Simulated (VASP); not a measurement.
Given:

```
BaF2
1.0
    0.00000     3.13908     3.13908
    3.13908     0.00000     3.13908
    3.13908     3.13908     0.00000
Ba F
1 2
Cartesian
  0.00000   0.00000   0.00000
  1.56954   1.56954   1.56954
  4.70861   4.70861   4.70861
```

These are PW91 GGA, VASP's PBE PAW potentials (set 64) (plane waves; VASP) values and carry that method's errors. Settings: 520 eV cut-off, 6×6×6 Γ-centred mesh, Gaussian smearing of 0.050 eV, potentials Ba_sv F.

### Question
Predict the energy per atom (σ→0).

### Answer

```yaml
energy per atom (σ→0): -5.773 eV/atom
```

Only differences to runs with the same potentials and settings are physical.

The compound is BaF2 in the fluorite structure. It was relaxed first. The start is the result of an earlier pass.
